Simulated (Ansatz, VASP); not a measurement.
# Ge (Germanium): VASP beside Ansatz

One calculation is typed for both programs; each brings its own data sets. How far apart do they land? Of the first pair: The cell is taken from a series of runs on this material, whose earlier steps may have relaxed, scaled, displaced or heated it; both programs get it as it stands.

Main program and level: Ansatz 0.2.0; plane waves, with VASP 6.6.1 beside it; relaxation of cell and atoms at r2SCAN and single point at r2SCAN.

**1. The structure**

Symmetry: Fd-3m, No. 227, cubic system. The conventional cell has a = 5.673 Å, b = 5.673 Å, c = 5.673 Å, α = 90.00°, β = 90.00°, γ = 90.00°. Ge has 4 Ge at 2.46 Å nearest.

**2. Ansatz: relaxation of cell and atoms, r2SCAN**

Ansatz runs on its PAW soft_1 files.

The relaxed volume is the usual yardstick between codes: in a stiff, nearly cubic crystal its relative difference is about their pressure difference at one cell divided by the bulk modulus.

File input.yaml:

```yaml
crystal:
  lattice:
    - [0.0, 2.8366625108, 2.8366625108]
    - [2.8366625108, 0.0, 2.8366625108]
    - [2.8366625108, 2.8366625108, 0.0]
  atoms:
    - { symbol: Ge, position: [0.5, 0.5, 0.5] }
    - { symbol: Ge, position: [0.75, 0.75, 0.75] }
kpoints:
  mp_grid: { grid: [12, 12, 12] }
hamiltonian:
  xc: r2scan
  pseudopotentials: { kind: paw, azcp: { folder: soft_1 } }
scf:
  occupations: { method: gaussian, width: 0.02 }
output:
  forces: true
  stress: true
  eigenvalues: true
relax:
  adjacent_minimum: "off"
  f_tol: 0.001
  max_steps: 60
  cell: { stress_tol: 0.01 }
```

Launch:

```console
> ansatz run input.yaml --threads 4 --pin off --max-ram 10240MiB --backend cpu --events-out ev --progress --plain --runs-dir out
```

Numbers of over 12 decimals in the logs are rounded to 6 here.

What it wrote:

```text
Engine: ansatz 0.2.0, aarch64-unknown-linux-gnu
Pseudopotentials: kind: paw
Pseudopotential: Ge, paw, valence charge 14, recommended cutoff 500 eV (meta_gga), soft_1/Ge.paw.azcp
Functional definition: r2SCAN
  parameter k0 = 0.174
  parameter k1 = 0.065
  parameter a1 = 4.9479
  exchange = r2scan_x(k0 = k0, k1 = k1, a1 = a1)
  correlation = r2scan_c
Crystal: 2 atoms, lattice volume = 45.651 Å³
Basis set: ecut = 500 eV, 1139 PW (Γ), exchange–correlation on 120×120×120 points (64 copies of the dense FFT grid, shifted against one another)
Bands: 18, of which v1, the nominal top of the filled ones, is band 14 counted from 1 (13 counted from 0)
Symmetry: 48 space group operations
Space group: Fd-3m (ITA 227), of the structure as read, at distance tolerance 3.6e-5 Å
k-points: 72 of 1728
Non-local potential: Ge, projectors of the file, l = 0: 2, l = 1: 2, l = 2: 3, l = 3: 1
PAW form: soft (Blöchl's): semilocal exchange-correlation on the pseudo side does not see the compensation charge
PAW frozen core: Ge, regenerated for the run's functional (the file was generated under x = pbe(κ = 0.804, μ = 0.219515), c = pbe(β = 0.066725))
PAW one-centre angular grid: Ge, 590 points (default); XC on 160 Gauss nodes
Initial density: superposition of atomic densities (chi_scale 0.1, normalization cell)
Initial wavefunctions: pseudopotential atomic-orbital guess
Functional: x = r2scan, c = r2scan; τ floored in thin density (d = 2e-4 eV/Å³)
iter 1 solved again at ethr=1.69e-3 eV; its pass at ethr=3.10e-3 eV (dr2=4.72e-1 eV) is discarded
SCF iter   1: F=—  HF=-8605.760731 eV  |F-HF|=—  |Δ(HF+E_count)|=         —  Δρ=3.73e-2  dr2=4.76e-1  dr2_τ=4.48e-3  ethr=1.69e-3  ⟨swp⟩=1.0  Hψ=7861  notcnv=0
preconditioner: auto → none  [insulator: Δε(μ)=0.089 eV  Ē_g=24.308 eV  σ=0.020 eV  W_gap=1.00  n_scr=14 (ndim 8)  ℏωp=29.1 eV  f_vac=0.000  D(μ)=0.00/eV (n_scr^D=0)  ε∞_Penn≈2.4]
SCF iter   2: F=—  HF=-8605.801347 eV  |F-HF|=—  |Δ(HF+E_count)|=   4.06e-2  Δρ=1.90e-2  dr2=1.02e-1  dr2_τ=6.81e-4  ethr=1.69e-3  ⟨swp⟩=2.1  Hψ=1598  notcnv=0
SCF iter   3: F=—  HF=-8605.832189 eV  |F-HF|=—  |Δ(HF+E_count)|=   3.08e-2  Δρ=2.96e-3  dr2=1.72e-3  dr2_τ=3.31e-5  ethr=3.63e-4  ⟨swp⟩=3.2  Hψ=2604  notcnv=0
SCF iter   4: F=—  HF=-8605.830417 eV  |F-HF|=—  |Δ(HF+E_count)|=   1.77e-3  Δρ=6.10e-4  dr2=6.31e-5  dr2_τ=9.23e-7  ethr=6.15e-6  ⟨swp⟩=2.1  Hψ=2603  notcnv=0
SCF iter   5: F=—  HF=-8605.830455 eV  |F-HF|=—  |Δ(HF+E_count)|=   3.73e-5  Δρ=1.25e-4  dr2=2.97e-6  dr2_τ=5.24e-8  ethr=2.25e-7  ⟨swp⟩=2.0  Hψ=2304  notcnv=0
SCF iter   6: F=-8605.830456 eV  HF=-8605.830456 eV  |F-HF|=3.91e-9  |Δ(HF+E_count)|=   9.53e-7  Δρ=3.68e-6  dr2=1.41e-9  dr2_τ=7.37e-11  ethr=3.57e-10  ⟨swp⟩=3.7  Hψ=5873  notcnv=0
SCF 1 converged in 6 iterations: F = -8605.830456 eV  dr2 = 1.41e-9
  greatest PAW one-centre occupation: 0.998 electrons in one spin orbital (limit 2), on the Ge atom at site 1 (counted from 0), in its partial waves of l = 2
relax step   1: F+E_penalty+E_count = -8605.83045555 eV  Δ(F+E_penalty+E_count) = +0.000e0 eV  max|allowed force component| = 1.850e-17 eV/Å  Δτ_max = 0.0000 Å  P = +0.002 GPa  Ω = 45.651 Å³  (6 SCF iters, dr2 threshold 1.00e-7 eV, accepted)
Initial density: handed on by an earlier stage of this run
Initial wavefunctions: pseudopotential atomic-orbital guess (no wavefunctions were taken with the density)
iter 1 solved again at ethr=1.02e-7 eV; its pass at ethr=3.10e-3 eV (dr2=2.87e-5 eV) is discarded
SCF iter   1: F=—  HF=-8605.830453 eV  |F-HF|=—  |Δ(HF+E_count)|=         —  Δρ=3.79e-6  dr2=1.36e-9  dr2_τ=7.72e-11  ethr=1.02e-7  ⟨swp⟩=3.0  Hψ=9357  notcnv=0
eigensolver tolerance schedule: the retry pair's looser diagonalisation over-reported the residual by 21012.31 of it (diagonalisation noise at 2.26 of the residual, at the tolerance the schedule requests for it); recorded, not acted on — ethr = c·dr2/N_el stays at c = 1.0e-1
preconditioner: auto → none  [insulator: Δε(μ)=0.362 eV  Ē_g=24.266 eV  σ=0.020 eV  W_gap=1.00  n_scr=14 (ndim 8)  ℏωp=29.1 eV  f_vac=0.073  D(μ)=0.00/eV (n_scr^D=0)  ε∞_Penn≈2.4]
SCF iter   2: F=—  HF=-8605.830456 eV  |F-HF|=—  |Δ(HF+E_count)|=   2.12e-6  Δρ=1.89e-6  dr2=4.58e-10  dr2_τ=2.46e-11  ethr=4.87e-12  ⟨swp⟩=3.2  Hψ=2901  notcnv=0
SCF iter   3: F=—  HF=-8605.830456 eV  |F-HF|=—  |Δ(HF+E_count)|=   1.01e-9  Δρ=8.33e-7  dr2=7.43e-11  dr2_τ=4.83e-12  ethr=1.63e-12  ⟨swp⟩=2.0  Hψ=2304  notcnv=0
SCF iter   4: F=—  HF=-8605.830456 eV  |F-HF|=—  |Δ(HF+E_count)|=  2.76e-10  Δρ=9.58e-8  dr2=2.83e-12  dr2_τ=4.73e-14  ethr=2.65e-13 (applied; sched 1.00e-12)  ⟨swp⟩=2.9  Hψ=2294  notcnv=0
SCF iter   5: F=-8605.830456 eV  HF=-8605.830456 eV  |F-HF|=0.00e0  |Δ(HF+E_count)|=    0.00e0  Δρ=1.31e-8  dr2=3.03e-14  dr2_τ=6.24e-16  ethr=1.00e-12  ⟨swp⟩=5.0  Hψ=4788  notcnv=0
SCF 2 converged in 5 iterations: F = -8605.830456 eV  dr2 = 3.03e-14
relax step   2: F+E_penalty+E_count = -8605.83045555 eV  Δ(F+E_penalty+E_count) = -4.620e-10 eV  max|allowed force component| = 9.252e-18 eV/Å  Δτ_max = 0.0000 Å  P = +0.002 GPa  Ω = 45.651 Å³  stress off target by 1.87e-3 GPa  SCF on the basis re-selected at this cell (its energy is not comparable with the rows above)  (5 SCF iters)
basis re-selected at this cell: Δ(F+E_penalty+E_count) = -4.620e-10 eV, ΔP = +0.000 GPa vs the last step (what re-selecting the basis moved, of the pressure what is left beyond the Pulay correction that the steps carried, after the strain that the cell walked since its last selection, with what the two solves' SCF thresholds leave and, on support functions, any second-order correction that the steps lacked; it is no  [...]
SCF converged after 5 iterations
Free energy (F): -8605.830456 eV
Harris-Foulkes:  -8605.830456 eV  (|F-HF|=0.00e0)
Internal energy: -8605.830456 eV  (E = F + TS)
E sigma→0 (E₀):  -8605.830456 eV
Fermi energy:    8.417846 eV
--- Per-component energies (eV) ---
  E_band       = -321.571552
  E_kinetic    = 184.841212
  E_local      = -4514.245542  (includes V_loc(G=0)·N_el)
  E_nonlocal   = 436.661690
  E_hartree    = 2153.224667
  E_xc         = -131.730174
  E_vxc        = -136.641822  (∫ρ·V_xc dr)
  E_paw        = -4052.619927  (= ΣΔE_a)
  E_vpaw       = -605.794296  (= ΣTr[D̂ρ^β])
  E_aug_tail   = -0.000009  (compensation charges beyond the density's cutoff)
  E_vtau       = 7.157892  (kinetic-family band-sum trace: ∫τ·v_τ [+ j·A + Jᵃ·Aᵃ] dr)
  E_ewald      = -2679.790852
  E_core_change = -2.171521  (= ΣΔE_core)
  E_smearing   = -0.000000  (= −TS)
  E_closure    = -0.000000  (closes the sum)
  Σ components = -8605.830456   (vs F -8605.830456, Δ=0.00e0)
--- Forces (eV/Å), atoms counted from 1 ---
  atom   1  Ge     0.00000000    -0.00000000    -0.00000000
  atom   2  Ge    -0.00000000    -0.00000000    -0.00000000
  max |Σ_I F_I| component: 9.25e-18 eV/Å
--- Stress (GPa, compression-positive) ---
        0.001867       0.000000       0.000000
       -0.000000       0.001867       0.000000
       -0.000000       0.000000       0.001867
  P = ⅓ Tr σ = 0.0019 GPa (0.019 kbar)
--- Band table (eV; the first three rows and the last of 72) ---
  k-point 0: bands = [... 10 lower, -4.9948, 8.2363, 8.2363, 8.2363, 8.5982, 10.9609, 10.9609, 10.9609]
  k-point 1: bands = [... 10 lower, -4.9064, 6.7563, 8.0636, 8.0636, 9.4525, 11.1926, 11.1926, 11.4047]
  k-point 2: bands = [... 10 lower, -4.6445, 5.0421, 7.6940, 7.6940, 9.4489, 11.6834, 11.6834, 12.7308]
  k-point 71: bands = [... 10 lower, -0.8402, -0.8402, 4.2249, 4.2249, 12.9053, 12.9053, 13.2964, 13.2964]
--- Relaxed structure (1 steps of the walk, 1 accepted, 1 SCFs on fresh bases) ---
  F+E_penalty+E_count = -8605.83045555 eV   max|allowed force component| = 9.252e-18 eV/Å   (the final SCF, on the basis selected at the relaxed cell)
  cell:  # Å, volume = 45.6513 Å³
    - [0.0, 2.8366625108, 2.8366625108]
    - [2.8366625108, 0.0, 2.8366625108]
    - [2.8366625108, 2.8366625108, 0.0]
  atoms:
    - { symbol: Ge, position: [0.5, 0.5, 0.5] }
    - { symbol: Ge, position: [0.75, 0.75, 0.75] }
```

In the SCF lines HF is the Harris–Foulkes energy and dr2 the Hartree energy of the density residual, in eV; the loop may stop once dr2 is under the threshold and the program's other checks hold. Hψ counts applications of the Hamiltonian.

**3. VASP: relaxation of cell and atoms, r2SCAN**

The same cell, functional, mesh and smearing now go to VASP, with its own data sets.

Lines of VASP's logs that name or quote its potential files are left out, and so is its time.

File INCAR:

```
SYSTEM = Ge
PREC = Accurate
ENCUT = 550
EDIFF = 1E-07
NELM = 120
ISMEAR = 0
SIGMA = 0.02
LREAL = .FALSE.
ALGO = Normal
METAGGA = R2SCAN
LASPH = .TRUE.
NBANDS = 20
LORBIT = 11
LWAVE = .FALSE.
LCHARG = .FALSE.
ISIF = 3
IBRION = 2
NSW = 80
EDIFFG = -0.005
GGA_COMPAT = .FALSE.
NELMIN = 4
EFERMI = MIDGAP
LMIXTAU = .TRUE.
KPAR = 2
```

File POSCAR:

```
Ge
1.0
    0.0000000000      2.8366630000      2.8366630000
    2.8366630000      0.0000000000      2.8366630000
    2.8366630000      2.8366630000      0.0000000000
Ge
2
Direct
    0.4999999560      0.4999999560      0.4999997798
    0.7499999560      0.7499999560      0.7499997798
```

File KPOINTS:

```
Automatic mesh
0
Gamma
12 12 12
0 0 0
```

PAW data sets: Ge_d (PBE family, release 64).

Launch:

```console
> mpirun -np 2 vasp_std
```

What it wrote:

```text
[banner, memory and clock lines left out]
running    2 mpi-ranks, on    1 nodes
 distrk:  each k-point on    1 cores,    2 groups
 distr:  one band on    1 cores,    1 groups

 POSCAR found type information on POSCAR Ge
 POSCAR found :  1 types and       2 ions
|                                                                             |
|               ----> ADVICE to this user running VASP <----                  |
|                                                                             |
|     You enforced a specific xc type in the INCAR file but a different       |
|     [... a line on the potential file left out ...]
|     I HOPE YOU KNOW WHAT YOU ARE DOING!                                     |
|                                                                             |

 LDA part: xc-table for (None), standard interpolation
 POSCAR, INCAR and KPOINTS ok, starting setup
 FFT: planning ... GRIDC
 FFT: planning ... GRID_SOFT
 FFT: planning ... GRID
 WAVECAR not read
 entering main loop
       N       E                     dE             d eps       ncg     rms          rms(c)
DAV:   1     0.173244157812E+03    0.17324E+03   -0.15842E+04  3080   0.404E+03
DAV:   2    -0.306461719359E+01   -0.17631E+03   -0.17116E+03  2892   0.630E+02
DAV:   3    -0.295405814321E+02   -0.26476E+02   -0.26281E+02  3236   0.152E+02
DAV:   4    -0.304234972742E+02   -0.88292E+00   -0.88215E+00  3240   0.325E+01
DAV:   5    -0.304389394989E+02   -0.15442E-01   -0.15442E-01  3224   0.469E+00    0.333E+00
DAV:   6    -0.277500398171E+02    0.26889E+01   -0.36796E-01  3140   0.109E+01    0.194E+00
DAV:   7    -0.279941659445E+02   -0.24413E+00   -0.31989E-01  3836   0.854E+00    0.334E-01
DAV:   8    -0.277510642169E+02    0.24310E+00   -0.11957E-01  3188   0.495E+00    0.121E-01
DAV:   9    -0.277425250483E+02    0.85392E-02   -0.58815E-03  3048   0.810E-01    0.105E-01
DAV:  10    -0.277049491854E+02    0.37576E-01   -0.24672E-02  2940   0.196E+00    0.715E-02
DAV:  11    -0.277444559145E+02   -0.39507E-01   -0.14450E-02  2880   0.880E-01    0.249E-02
DAV:  12    -0.277449432472E+02   -0.48733E-03   -0.23561E-04  3224   0.179E-01    0.154E-02
DAV:  13    -0.277449926355E+02   -0.49388E-04   -0.11871E-04  3212   0.141E-01    0.543E-03
DAV:  14    -0.277450145622E+02   -0.21927E-04   -0.18378E-05  3020   0.371E-02    0.392E-03
DAV:  15    -0.277450185260E+02   -0.39638E-05   -0.27741E-06  2648   0.130E-02    0.263E-03
DAV:  16    -0.277450248677E+02   -0.63416E-05   -0.13281E-06  2932   0.142E-02    0.894E-04
DAV:  17    -0.277450282765E+02   -0.34088E-05   -0.29948E-07  2472   0.533E-03    0.518E-04
DAV:  18    -0.277450284994E+02   -0.22290E-06   -0.23651E-07  2404   0.459E-03    0.278E-04
DAV:  19    -0.277450285693E+02   -0.69893E-07   -0.15978E-08  1964   0.160E-03
   1 F= -.27745029E+02 E0= -.27745029E+02  d E =-.277450E+02
 curvature:   0.00 expect dE= 0.000E+00 dE for cont linesearch  0.000E+00
 trial: gam= 0.00000 g(F)=  0.111E-41 g(S)=  0.190E-03 ort = 0.000E+00 (trialstep = 0.100E+01)
 search vector abs. value=  0.190E-03
 bond charge predicted
       N       E                     dE             d eps       ncg     rms          rms(c)
DAV:   1    -0.277492061768E+02   -0.41777E-02   -0.54596E-02  3964   0.468E+00    0.380E-01
DAV:   2    -0.277461442162E+02    0.30620E-02   -0.35936E-03  3772   0.121E+00    0.193E-01
DAV:   3    -0.277450716224E+02    0.10726E-02   -0.15983E-03  3804   0.712E-01    0.441E-02
DAV:   4    -0.277449895017E+02    0.82121E-04   -0.17033E-04  3584   0.236E-01    0.148E-02
DAV:   5    -0.277449868747E+02    0.26270E-05   -0.63338E-05  2908   0.852E-02    0.503E-03
DAV:   6    -0.277450173566E+02   -0.30482E-04   -0.64841E-05  2896   0.840E-02    0.319E-03
DAV:   7    -0.277450612203E+02   -0.43864E-04   -0.15463E-05  2928   0.381E-02    0.133E-03
DAV:   8    -0.277450622395E+02   -0.10193E-05   -0.13716E-07  2700   0.546E-03    0.118E-04
DAV:   9    -0.277450622193E+02    0.20268E-07   -0.16019E-08  1648   0.154E-03
   2 F= -.27745062E+02 E0= -.27745062E+02  d E =-.336500E-04
 trial-energy change:   -0.000034  1 .order   -0.000058   -0.000190    0.000075
 step:   0.5853(harm=  0.7180)  dis= 0.00000  next Energy=   -27.745079 (dE=-0.509E-04)
 bond charge predicted
       N       E                     dE             d eps       ncg     rms          rms(c)
DAV:   1    -0.277457834738E+02   -0.72123E-03   -0.93244E-03  3952   0.192E+00    0.158E-01
DAV:   2    -0.277452695052E+02    0.51397E-03   -0.62017E-04  3772   0.504E-01    0.799E-02
DAV:   3    -0.277450961730E+02    0.17333E-03   -0.27143E-04  3796   0.294E-01    0.185E-02
DAV:   4    -0.277450757491E+02    0.20424E-04   -0.28797E-05  3584   0.973E-02    0.613E-03
DAV:   5    -0.277450723452E+02    0.34039E-05   -0.10213E-05  2912   0.344E-02    0.209E-03
DAV:   6    -0.277450760883E+02   -0.37431E-05   -0.10409E-05  2900   0.338E-02    0.128E-03
DAV:   7    -0.277450828326E+02   -0.67443E-05   -0.25568E-06  2912   0.157E-02    0.507E-04
DAV:   8    -0.277450825350E+02    0.29762E-06   -0.22247E-08  2000   0.209E-03    0.570E-05
DAV:   9    -0.277450825272E+02    0.78080E-08   -0.27817E-09  1552   0.604E-04
   3 F= -.27745083E+02 E0= -.27745083E+02  d E =-.539579E-04
 curvature:  -0.28 expect dE=-0.890E-06 dE for cont linesearch -0.890E-06
 trial: gam=-0.11259 g(F)=  0.233E-41 g(S)=  0.318E-05 ort = 0.246E-04 (trialstep = 0.917E+00)
 search vector abs. value=  0.533E-07
 reached required accuracy - stopping structural energy minimisation
```

From OUTCAR (step 3):

```text
ion  position               nearest neighbor table
   1  0.500  0.500  0.500-   2 2.46   2 2.46   2 2.46   2 2.46
   2  0.750  0.750  0.750-   1 2.46   1 2.46   1 2.46   1 2.46

  LATTYP: Found a face centered cubic cell.
 ALAT       =     5.6733260000

 Subroutine GETGRP returns: Found 48 space group operations
 (whereof 24 operations were pure point group operations)

The static configuration has the point symmetry T_d .
 The point group associated with its full space group is O_h .

 Found     72 irreducible k-points:

   k-points           NKPTS =     72   k-points in BZ     NKDIM =     72   number of bands    NBANDS=     20

   dimension x,y,z NGX =    32 NGY =   32 NGZ =   32
   dimension x,y,z NGXF=    64 NGYF=   64 NGZF=   64

   ENCUT  =  550.0 eV  40.42 Ry    6.36 a.u.   7.67  7.67  7.67*2*pi/ulx,y,z

   NELECT =      28.0000    total number of electrons

 k-points in reciprocal lattice and weights: Automatic mesh
   0.00000000  0.00000000  0.00000000       0.001
   0.08333333  0.00000000  0.00000000       0.005
   0.16666667  0.00000000  0.00000000       0.005
   0.25000000  0.00000000  0.00000000       0.005
   0.33333333  0.00000000  0.00000000       0.005
   0.41666667  0.00000000  0.00000000       0.005
   0.50000000  0.00000000  0.00000000       0.002
   0.08333333  0.08333333  0.00000000       0.003
   0.16666667  0.08333333  0.00000000       0.014
[...]
-0.33333333  0.50000000  0.16666667       0.007
  -0.25000000  0.50000000  0.25000000       0.003

 average (electrostatic) potential at core
       1 -79.5393       2 -79.5393

 E-fermi :   4.8511

 k-point     1 :       0.0000    0.0000    0.0000
  band No.  band energies     occupation
    ...
     10     -20.5108      2.00000
     11      -8.5238      2.00000
     12       4.6989      2.00000
     13       4.6989      2.00000
     14       4.6989      2.00000
     15       5.0033      0.00000
     16       7.4086      0.00000
     17       7.4086      0.00000
     18       7.4086      0.00000
     19      11.7327      0.00000
    ...

 k-point     2 :       0.0833    0.0000    0.0000
  band No.  band energies     occupation
    ...
     10     -20.5063      2.00000
     11      -8.4355      2.00000
     12       3.2027      2.00000
     13       4.5260      2.00000
     14       4.5260      2.00000
     15       5.8763      0.00000
     16       7.6402      0.00000
     17       7.6402      0.00000
     18       7.8501      0.00000
     19      12.1738      0.00000
    ...

 k-point     3 :       0.1667    0.0000    0.0000
  band No.  band energies     occupation
    ...
     10     -20.4991      2.00000
     11      -8.1741      2.00000
     12       1.4938      2.00000
     13       4.1565      2.00000
     14       4.1565      2.00000
     15       5.8775      0.00000
     16       8.1307      0.00000
     17       8.1308      0.00000
     18       9.1665      0.00000
     19      13.1059      0.00000
    ...

  Total        0.0066332      0.0066332      0.0066332     -0.0000000      0.0000000     -0.0000000
  in kB        0.2322944      0.2322944      0.2322944     -0.0000000      0.0000000     -0.0000000
  external PRESSURE =       0.2322944 kB  Pullay stress =       0.0000000 kB

  energy-cutoff  :      550.00
  volume of cell :       45.75
      direct lattice vectors                 reciprocal lattice vectors
     0.000000000  2.838717343  2.838717343    -0.176135888  0.176135888  0.176135888
     2.838717343  0.000000000  2.838717343     0.176135888 -0.176135888  0.176135888
     2.838717343  2.838717343  0.000000000     0.176135888  0.176135888 -0.176135888

 POSITION                                       TOTAL-FORCE (eV/Angst)
 -----------------------------------------------------------------------------------
      2.83872      2.83872      2.83872         0.000000     -0.000000      0.000000
      4.25808      4.25808      4.25808        -0.000000      0.000000     -0.000000
 -----------------------------------------------------------------------------------
    total drift:                                0.000340      0.000340     -0.000111

  FREE ENERGIE OF THE ION-ELECTRON SYSTEM (eV)
  ---------------------------------------------------
  free  energy   TOTEN  =       -27.7450825272 eV

  energy  without entropy=      -27.7450825272  energy(sigma->0) =      -27.74508253

 reached required accuracy - stopping structural energy minimisation

 total charge
# of ion       s       p       d       tot
------------------------------------------
    1        1.104   1.281  10.021  12.407
    2        1.104   1.281  10.021  12.407
--------------------------------------------------
tot          2.209   2.562  20.042  24.813

[... 3 further parts left out ...]
```

The gap is read on the k-mesh alone, so it is an upper bound where the band edges lie off the mesh. The PAW data sets were made with PBE, which is usual practice but a small mismatch for other functionals. The run keeps the 48 symmetry operations of its start, so it cannot find a distortion of lower symmetry.

**4. Differences**

Known differences besides the potentials themselves: VASP keeps PBE cores, Ansatz makes them for the functional; the cutoff is 500 eV in Ansatz and 550 eV in VASP; Ansatz adds a Pulay correction to the stress that steers its cell, VASP none. Total energies have different zeros and are not compared.

The two programs side by side:

| quantity | Ansatz | VASP | difference |
| --- | --- | --- | --- |
| volume (Å³) | 45.65 | 45.75 | -0.22 % |
| edge a after relaxation, in the typed setting (Å) | 4.012 | 4.015 | -0.07 % |

(Part 1 of 2 ends here.)

[Lines on the potential files, build, host, timing and source positions are cut from VASP's logs without a mark.]

[Logs are printed without paths, hosts, clocks, repeated set-up lines and the standing remarks that a program may print on its own settings, such as how far it seeks lower states.]

[Hosts, paths, dates, database ids (printed as entryN), source tags and the programs' standing remarks are cut or masked in the printed files.]
